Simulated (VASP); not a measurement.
The system is GdN.

```
Gd N
1.0
     2.56000   -2.56000    0.00000
     2.56000    2.56000    0.00000
     0.00000    0.00000    5.12000
Gd N
2 2
Direct
  0.00000 0.00000 0.00000
  0.50000 0.50000 0.50000
  0.50000 0.50000 0.00000
  0.00000 0.00000 0.50000
```

The cell comes from a database or a generator and needn't be the stable form of this composition.

Base run:

* Program: VASP 6.6.1
* Functional: PBE
* Potentials or basis: VASP PAW PBE potentials, release 64 (Gd, N)
* Cutoff: 520 eV
* k mesh: 8 × 8 × 6
* Occupations: fermi-dirac, width 0.05 eV
* Spin: collinear spin, antiferromagnetic start
* Starting moments: [7.0, -7.0, 0.0, 0.0] μB
* Hubbard terms: Gd f U = 6 eV

Its results: band gap on the k mesh 0.16 eV; pressure -8.6 GPa; net moment 0.00 μB per cell; site moments Gd +6.86, -6.86; N -0.04, +0.04 μB.

Q: The run is repeated on the same cell with these changes: spin from collinear spin, antiferromagnetic start to collinear spin, ferromagnetic start; moments at the start from [7.0, -7.0, 0.0, 0.0] to [7.0, 7.0, 0.0, 0.0]. What comes out?

A: Band gap on the k mesh none (metal or under the smearing width); pressure -8.6 GPa; net moment 14.00 μB per cell; site moments Gd +6.87; N -0.11 μB.

Caveats: spin-orbit coupling is left out, which moves the levels of the heavy elements.

A k mesh can miss the band edges.
